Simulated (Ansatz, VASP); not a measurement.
# GeBr2: VASP beside Ansatz, part 3 of 3

Wanted: the spread between two codes on one cell, functional and k mesh. The cell is generated by rule, not measured, and may not be a known phase. The cell is taken from a series of runs on this material, whose earlier steps may have relaxed, scaled, displaced or heated it; both programs get it as it stands.

VASP 6.6.1 and Ansatz 0.2.0.

So far: VASP: relaxation of cell and atoms, PBEsol, pair 1; Ansatz: relaxation of cell and atoms, PBEsol, pair 1; Comparison; Ansatz: relaxation of cell and atoms, PBEsol, pair 2; VASP: relaxation of cell and atoms, PBEsol, pair 2; Differences.

**8. VASP: relaxation of cell and atoms, PBEsol, pair 3**

Level of this step: PBEsol; plane waves and PAW (Ge_d, Br); invented cell (VASP).

The relaxed volume is the usual yardstick between codes: in a stiff, nearly cubic crystal its relative difference is about their pressure difference at one cell divided by the bulk modulus.

INCAR

```
SYSTEM = GeBr2
PREC = Accurate
ENCUT = 500
EDIFF = 1E-07
NELM = 120
ISMEAR = 0
SIGMA = 0.01
LREAL = .FALSE.
ALGO = Normal
GGA = PS
NBANDS = 34
LORBIT = 11
LWAVE = .FALSE.
LCHARG = .FALSE.
ISIF = 3
IBRION = 2
NSW = 80
EDIFFG = -0.005
LASPH = .TRUE.
GGA_COMPAT = .FALSE.
NELMIN = 4
EFERMI = MIDGAP
KPAR = 2
```

POSCAR

```
GeBr2
1.0
    3.8840060000      0.0000000000      0.0000000000
    0.0000000000      7.1152560000      0.0000000000
    0.0000000000      0.0000000000      6.7911020000
Ge Br
2 4
Direct
    0.5000000000      0.5000000000      0.0787380310
    0.0000000000      0.0000000000      0.9212619690
    0.5000000000      0.2492593380      0.7643896381
    0.0000000000      0.7492593380      0.2356105092
    0.5000000000      0.7507406620      0.7643896381
    0.0000000000      0.2507406620      0.2356105092
```

KPOINTS

```
Automatic mesh
0
Gamma
6 4 4
0 0 0
```

The projector-augmented-wave data sets are Ge_d and Br (PBE family, release 64).

Run with:

```bash
> mpirun -np 2 vasp_std
```

Numbers of over 12 decimals in the logs are rounded to 6 here.

Log:

```text
[... set-up lines as in an earlier step ...]
 entering main loop
       N       E                     dE             d eps       ncg     rms          rms(c)
DAV:   1     0.559536834176E+03    0.55954E+03   -0.24046E+04  2982   0.262E+03
DAV:   2     0.797208961229E+02   -0.47982E+03   -0.46799E+03  2680   0.672E+02
DAV:   3    -0.148386984154E+02   -0.94560E+02   -0.92264E+02  3054   0.184E+02
DAV:   4    -0.204035371274E+02   -0.55648E+01   -0.55298E+01  2664   0.539E+01
[...]
DAV:  13    -0.200837120983E+02   -0.24925E-05   -0.44193E-06  2534   0.133E-02    0.196E-03
DAV:  14    -0.200837122464E+02   -0.14814E-06   -0.54937E-07  2528   0.349E-03    0.663E-04
DAV:  15    -0.200837122406E+02    0.57817E-08   -0.25413E-08  1356   0.109E-03
   1 F= -.20083712E+02 E0= -.20083712E+02  d E =-.200837E+02
[...]
N       E                     dE             d eps       ncg     rms          rms(c)
DAV:   1    -0.200837305986E+02   -0.18352E-04   -0.12603E-03  2876   0.228E-01    0.261E-02
[...]
DAV:   4    -0.200837239696E+02    0.86331E-06   -0.74289E-07  2668   0.679E-03    0.204E-03
DAV:   5    -0.200837237640E+02    0.20563E-06   -0.12752E-07  1512   0.258E-03    0.102E-03
DAV:   6    -0.200837237364E+02    0.27583E-07   -0.25794E-08  1224   0.193E-03
   2 F= -.20083724E+02 E0= -.20083724E+02  d E =-.114958E-04
 trial-energy change:   -0.000011  1 .order   -0.000012   -0.000015   -0.000008
 step:   2.1983(harm=  2.1983)  dis= 0.00085  next Energy=   -20.083729 (dE=-0.164E-04)
[...]
N       E                     dE             d eps       ncg     rms          rms(c)
DAV:   1    -0.200837384162E+02   -0.14652E-04   -0.18185E-03  2868   0.273E-01    0.313E-02
DAV:   2    -0.200837335331E+02    0.48831E-05   -0.10291E-04  2662   0.673E-02    0.133E-02
DAV:   3    -0.200837302363E+02    0.32967E-05   -0.62214E-06  2960   0.179E-02    0.625E-03
DAV:   4    -0.200837290397E+02    0.11966E-05   -0.10987E-06  3056   0.817E-03    0.242E-03
DAV:   5    -0.200837287750E+02    0.26470E-06   -0.16444E-07  1524   0.288E-03    0.124E-03
DAV:   6    -0.200837287394E+02    0.35588E-07   -0.31150E-08  1224   0.205E-03
   3 F= -.20083729E+02 E0= -.20083729E+02  d E =-.164988E-04
[...]
reached required accuracy - stopping structural energy minimisation
```

From OUTCAR (step 8):

```text
  Total       -0.0252561     -0.0241884     -0.0250897      0.0000000      0.0000000      0.0000000
  in kB       -0.2155305     -0.2064188     -0.2141107      0.0000000      0.0000000      0.0000000
  external PRESSURE =      -0.2120200 kB  Pullay stress =       0.0000000 kB

 POSITION                                       TOTAL-FORCE (eV/Angst)
 -----------------------------------------------------------------------------------
      1.94212      3.55823      0.53512         0.000000      0.000000      0.002467
      0.00000      0.00000      6.25688         0.000000      0.000000     -0.002467
      1.94212      1.77399      5.19089         0.000000     -0.000570     -0.002205
      0.00000      5.33222      1.60111        -0.000000     -0.000570      0.002205
      1.94212      5.34246      5.19089         0.000000      0.000570     -0.002205
      0.00000      1.78424      1.60111        -0.000000      0.000570      0.002205
 -----------------------------------------------------------------------------------
    total drift:                                0.000000      0.000000     -0.001290

  FREE ENERGIE OF THE ION-ELECTRON SYSTEM (eV)
  ---------------------------------------------------
  free  energy   TOTEN  =       -20.0837287394 eV

  energy  without entropy=      -20.0837287394  energy(sigma->0) =      -20.08372874

[... 2 parts as in an earlier step ...]

[... 2 further parts left out ...]
[key lines of the parts left out:]
E-fermi :   1.6389
```

**9. Ansatz: relaxation of cell and atoms, PBEsol, pair 3**

The same cell, functional and mesh now go to Ansatz, which takes its cutoff from its data sets.

The cell is taken from a series of runs on this material, whose earlier steps may have relaxed, scaled, displaced or heated it; both programs get it as it stands.

input.yaml

```yaml
crystal:
  lattice:
    - [3.8840058756, 0.0, 0.0]
    - [0.0, 7.1152556581, 0.0]
    - [0.0, 0.0, 6.7911020437]
  atoms:
    - { symbol: Ge, position: [0.5, 0.5, 0.0787380902] }
    - { symbol: Ge, position: [0.0, 0.0, 0.9212619098] }
    - { symbol: Br, position: [0.5, 0.249259359, 0.7643895636] }
    - { symbol: Br, position: [0.0, 0.749259359, 0.2356104364] }
    - { symbol: Br, position: [0.5, 0.750740641, 0.7643895636] }
    - { symbol: Br, position: [0.0, 0.250740641, 0.2356104364] }
kpoints:
  mp_grid: { grid: [6, 4, 4] }
hamiltonian:
  xc: pbesol
scf:
  occupations: { method: fixed }
output:
  forces: true
  stress: true
  eigenvalues: true
relax:
  adjacent_minimum: "off"
  f_tol: 0.001
  max_steps: 60
  cell: { stress_tol: 0.01 }
```

Run with:

```bash
> ansatz run input.yaml --threads 4 --pin off --max-ram 7168MiB --backend cpu --events-out ev --progress --plain --runs-dir out
```

Log:

```text
[...]
Crystal: 6 atoms, lattice volume = 187.677 Å³
Basis set: ecut = 420 eV, 3701 PW (Γ), exchange–correlation on 54×96×96 points (8 copies of the dense FFT grid, shifted against one another)
Bands: 34, of which v1, the nominal top of the filled ones, is band 28 counted from 1 (27 counted from 0)
Symmetry: 8 space group operations
[...]
k-points: 36 of 96
[...]
cell:  # Å, volume = 187.6485 Å³
    - [3.884446, 0, 0]
    - [0, 7.113973, 0]
    - [0, 0, 6.790532]
  atoms:
    - { symbol: Ge, position: [0.5, 0.5, 0.078808] }
    - { symbol: Ge, position: [0, 0, 0.921192] }
    - { symbol: Br, position: [0.5, 0.249284, 0.764317] }
    - { symbol: Br, position: [0, 0.749284, 0.235683] }
    - { symbol: Br, position: [0.5, 0.750716, 0.764317] }
    - { symbol: Br, position: [0, 0.250716, 0.235683] }
[key lines of the parts left out:]
SCF converged after 6 iterations
Free energy (F): -19455.706135 eV
Fermi energy:    3.023666 eV
P = ⅓ Tr σ = -0.0021 GPa (-0.021 kbar)
```

**10. Side by side**

Compared:

```
                                         quantity  Ansatz    VASP  difference
                                      volume (Å³)  187.65  187.74     -0.05 %
edge a after relaxation, in the typed setting (Å)   3.884   3.884     +0.01 %
edge b after relaxation, in the typed setting (Å)   7.114   7.117     -0.04 %
edge c after relaxation, in the typed setting (Å)   6.790   6.792     -0.02 %
```

**11. Summary of results**

| Property | Result |
| --- | --- |
| difference in volume (relaxation of cell and atoms, PBEsol, pair 1) | -0.020 % |
| difference in volume (relaxation of cell and atoms, PBEsol, pair 2) | 0.44 % |
| difference in volume (relaxation of cell and atoms, PBEsol, pair 3) | -0.051 % |

What this shows: The difference in volume is 0.44 % (relaxation of cell and atoms, PBEsol, pair 2), within the 1.2 % picked in this series as the mark of a large difference, as far as the stopping tolerances let one tell. 3 further runs of this series are not shown here. How closely two codes agree says nothing of how well the functional describes the real material.

[Lines on the potential files, build, host, timing and source positions are cut from VASP's logs without a mark.]

[Logs are printed without paths, hosts, clocks, repeated set-up lines and the standing remarks that a program may print on its own settings, such as how far it seeks lower states.]

[Hosts, paths, dates, database ids (printed as entryN), source tags and the programs' standing remarks are cut or masked in the printed files.]
